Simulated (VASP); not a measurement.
## Sc7VN8: relaxation of cell and atoms with PBEsol

The system is Sc7VN8.

```
CELL_PARAMETERS angstrom
-4.41029 4.41029 0.00000
-4.41029 0.00000 4.41029
0.00000 4.41029 4.41029
ATOMIC_POSITIONS crystal
Sc 0.00000 0.00000 0.00000
Sc 0.50000 0.00000 0.00000
Sc 0.00000 0.50000 0.00000
Sc 0.00000 0.00000 0.50000
Sc 0.50000 0.50000 0.00000
Sc 0.50000 0.00000 0.50000
Sc 0.00000 0.50000 0.50000
V 0.50000 0.50000 0.50000
N 0.75000 0.75000 0.75000
N 0.25785 0.74215 0.74215
N 0.74215 0.25785 0.74215
N 0.74215 0.74215 0.25785
N 0.25785 0.25785 0.74215
N 0.25785 0.74215 0.25785
N 0.74215 0.25785 0.25785
N 0.25000 0.25000 0.25000
```

The cell was built by a generator and needn't be a form met in nature.

* Program: VASP 6.6.1
* Task: relaxation of cell and atoms
* Functional: PBEsol
* Potentials or basis: VASP PAW PBE potentials, release 64 (Sc_sv, V_sv, N)
* Cutoff: 600 eV
* k mesh: 8 × 8 × 8
* Occupations: methfessel-paxton, width 0.1 eV
* Spin: no spin polarisation
* Further INCAR settings: ALGO = Normal; EDIFF = 1e-07; IBRION = 2; EDIFFG = -0.005; NSW = 90; ISIF = 3

The relaxed volume is 10.72 Å³/atom, the relaxed cell is a = 6.236 Å, b = 6.236 Å, c = 6.236 Å, α = 60.00°, β = 60.00°, γ = 60.00° and the space group after relaxing (to 0.05 Å) is Fm-3m (No. 225). The energy gained by relaxing is 0.0 meV/atom, the ionic steps are 2 and the pressure after relaxing is 0.1 GPa. The band gap on the k mesh is none (metal or under the smearing width).

Final structure:
```cif
data_structure
_symmetry_space_group_name_H-M 'P 1'
_symmetry_Int_Tables_number 1
_cell_length_a 6.2358
_cell_length_b 6.2358
_cell_length_c 6.2358
_cell_angle_alpha 60.000
_cell_angle_beta 60.000
_cell_angle_gamma 60.000
_cell_volume 171.46
loop_
_atom_site_label
_atom_site_type_symbol
_atom_site_fract_x
_atom_site_fract_y
_atom_site_fract_z
_atom_site_occupancy
Sc1 Sc 0.00000 0.00000 0.00000 1
Sc2 Sc 0.50000 0.00000 0.00000 1
Sc3 Sc 0.00000 0.50000 0.00000 1
Sc4 Sc 0.00000 0.00000 0.50000 1
Sc5 Sc 0.50000 0.50000 0.00000 1
Sc6 Sc 0.50000 0.00000 0.50000 1
Sc7 Sc 0.00000 0.50000 0.50000 1
V1 V 0.50000 0.50000 0.50000 1
N1 N 0.75000 0.75000 0.75000 1
N2 N 0.25790 0.74210 0.74210 1
N3 N 0.74210 0.25790 0.74210 1
N4 N 0.74210 0.74210 0.25790 1
N5 N 0.25790 0.25790 0.74210 1
N6 N 0.25790 0.74210 0.25790 1
N7 N 0.74210 0.25790 0.25790 1
N8 N 0.25000 0.25000 0.25000 1
```

Levels at points of the mesh, in eV from the Fermi level:
```tsv
k point	band 61	band 62	band 63	band 64	band 65	band 66	band 67	band 68	band 69	band 70
(0.00, 0.00, 0.00)	-1.80	-1.38	-1.38	-1.38	-0.82	-0.82	-0.82	0.83	0.83	0.83
(0.50, 0.00, 0.00)	-2.70	-2.70	-2.54	-2.54	0.12	0.32	0.32	1.46	1.46	1.62
(0.50, 0.50, 0.00)	-1.88	-1.88	-1.73	-1.73	-0.78	0.22	0.75	0.75	1.95	2.03
```

It took 3.7 min on 4 MPI ranks on Intel(R) Xeon(R) 6975P-C (Granite Rapids), on a shared host, peak memory 0.6 GiB a rank.

Caveat: the PAW data sets were made with another functional, which shifts forces and pressure a little; the run has no spin polarisation, though such a crystal can be magnetic. With open d or f shells a metallic result of PBEsol can be an artefact of self-interaction; +U or a hybrid may open a gap.
